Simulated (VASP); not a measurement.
Here is the system:

```
BeS
1.0
    0.00000     2.43500     2.43500
    2.43500     0.00000     2.43500
    2.43500     2.43500     0.00000
Be S
1 1
Direct
  0.00000   0.00000   0.00000
  0.25000   0.25000   0.25000
```

Method: G0W0 on PBE orbitals, VASP's PBE PAW potentials (set 64) (plane waves; VASP). Settings: PREC = Normal, 500 eV cut-off, 6×6×6 Γ-centred mesh, Gaussian smearing of 0.010 eV, potentials Be_sv_GW S_GW.

The mesh is coarse and the basis finite, so the quasiparticle values are not converged.

NBANDS = 128, ENCUTGW = 180 eV, NOMEGA = 64. The PBE levels (eV) that the step starts from are:

```json
[
 {"state": "k1 (0.00, 0.00, 0.00), band 2", "KS energy": "-9.68", "filling": "2"},
 {"state": "k1 (0.00, 0.00, 0.00), band 3", "KS energy": "3.90", "filling": "2"},
 {"state": "k1 (0.00, 0.00, 0.00), band 4", "KS energy": "3.90", "filling": "2"},
 {"state": "k1 (0.00, 0.00, 0.00), band 5", "KS energy": "3.90", "filling": "2"},
 {"state": "k1 (0.00, 0.00, 0.00), band 6", "KS energy": "9.54", "filling": "0"},
 {"state": "k1 (0.00, 0.00, 0.00), band 7", "KS energy": "9.54", "filling": "0"},
 {"state": "k1 (0.00, 0.00, 0.00), band 8", "KS energy": "9.54", "filling": "0"},
 {"state": "k1 (0.00, 0.00, 0.00), band 9", "KS energy": "9.73", "filling": "0"},
 {"state": "k8 (-0.33, 0.17, 0.00), band 2", "KS energy": "-8.19", "filling": "2"},
 {"state": "k8 (-0.33, 0.17, 0.00), band 3", "KS energy": "-0.96", "filling": "2"},
 {"state": "k8 (-0.33, 0.17, 0.00), band 4", "KS energy": "1.54", "filling": "2"},
 {"state": "k8 (-0.33, 0.17, 0.00), band 5", "KS energy": "2.82", "filling": "2"},
 {"state": "k8 (-0.33, 0.17, 0.00), band 6", "KS energy": "9.81", "filling": "0"},
 {"state": "k8 (-0.33, 0.17, 0.00), band 7", "KS energy": "11.21", "filling": "0"},
 {"state": "k8 (-0.33, 0.17, 0.00), band 8", "KS energy": "11.26", "filling": "0"},
 {"state": "k8 (-0.33, 0.17, 0.00), band 9", "KS energy": "14.07", "filling": "0"},
 {"state": "k12 (-0.33, 0.33, 0.00), band 2", "KS energy": "-7.71", "filling": "2"},
 {"state": "k12 (-0.33, 0.33, 0.00), band 3", "KS energy": "-0.59", "filling": "2"},
 {"state": "k12 (-0.33, 0.33, 0.00), band 4", "KS energy": "-0.12", "filling": "2"},
 {"state": "k12 (-0.33, 0.33, 0.00), band 5", "KS energy": "2.06", "filling": "2"},
 {"state": "k12 (-0.33, 0.33, 0.00), band 6", "KS energy": "8.76", "filling": "0"},
 {"state": "k12 (-0.33, 0.33, 0.00), band 7", "KS energy": "12.92", "filling": "0"},
 {"state": "k12 (-0.33, 0.33, 0.00), band 8", "KS energy": "13.37", "filling": "0"},
 {"state": "k12 (-0.33, 0.33, 0.00), band 9", "KS energy": "14.36", "filling": "0"}
]
```

### Question
Give the quasiparticle energies and renormalisation factors Z.

### Answer

```json
[
 {"state": "k1 (0.00, 0.00, 0.00), band 2", "QP energy (eV)": "-11.08", "Z": "0.74"},
 {"state": "k1 (0.00, 0.00, 0.00), band 3", "QP energy (eV)": "2.84", "Z": "0.79"},
 {"state": "k1 (0.00, 0.00, 0.00), band 4", "QP energy (eV)": "2.84", "Z": "0.79"},
 {"state": "k1 (0.00, 0.00, 0.00), band 5", "QP energy (eV)": "2.84", "Z": "0.79"},
 {"state": "k1 (0.00, 0.00, 0.00), band 6", "QP energy (eV)": "10.33", "Z": "0.80"},
 {"state": "k1 (0.00, 0.00, 0.00), band 7", "QP energy (eV)": "10.33", "Z": "0.80"},
 {"state": "k1 (0.00, 0.00, 0.00), band 8", "QP energy (eV)": "10.33", "Z": "0.80"},
 {"state": "k1 (0.00, 0.00, 0.00), band 9", "QP energy (eV)": "10.26", "Z": "0.80"},
 {"state": "k8 (-0.33, 0.17, 0.00), band 2", "QP energy (eV)": "-9.44", "Z": "0.73"},
 {"state": "k8 (-0.33, 0.17, 0.00), band 3", "QP energy (eV)": "-2.36", "Z": "0.76"},
 {"state": "k8 (-0.33, 0.17, 0.00), band 4", "QP energy (eV)": "0.31", "Z": "0.78"},
 {"state": "k8 (-0.33, 0.17, 0.00), band 5", "QP energy (eV)": "1.69", "Z": "0.78"},
 {"state": "k8 (-0.33, 0.17, 0.00), band 6", "QP energy (eV)": "10.47", "Z": "0.80"},
 {"state": "k8 (-0.33, 0.17, 0.00), band 7", "QP energy (eV)": "11.88", "Z": "0.80"},
 {"state": "k8 (-0.33, 0.17, 0.00), band 8", "QP energy (eV)": "12.08", "Z": "0.79"},
 {"state": "k8 (-0.33, 0.17, 0.00), band 9", "QP energy (eV)": "14.84", "Z": "0.78"},
 {"state": "k12 (-0.33, 0.33, 0.00), band 2", "QP energy (eV)": "-8.91", "Z": "0.73"},
 {"state": "k12 (-0.33, 0.33, 0.00), band 3", "QP energy (eV)": "-1.97", "Z": "0.77"},
 {"state": "k12 (-0.33, 0.33, 0.00), band 4", "QP energy (eV)": "-1.48", "Z": "0.77"},
 {"state": "k12 (-0.33, 0.33, 0.00), band 5", "QP energy (eV)": "0.87", "Z": "0.78"},
 {"state": "k12 (-0.33, 0.33, 0.00), band 6", "QP energy (eV)": "9.29", "Z": "0.81"},
 {"state": "k12 (-0.33, 0.33, 0.00), band 7", "QP energy (eV)": "13.64", "Z": "0.79"},
 {"state": "k12 (-0.33, 0.33, 0.00), band 8", "QP energy (eV)": "14.28", "Z": "0.78"},
 {"state": "k12 (-0.33, 0.33, 0.00), band 9", "QP energy (eV)": "15.20", "Z": "0.78"}
]
```
On the mesh the gap opens from 3.12 to 4.60 eV.

The compound is BeS in the zinc blende structure. The cell was not relaxed at this level.
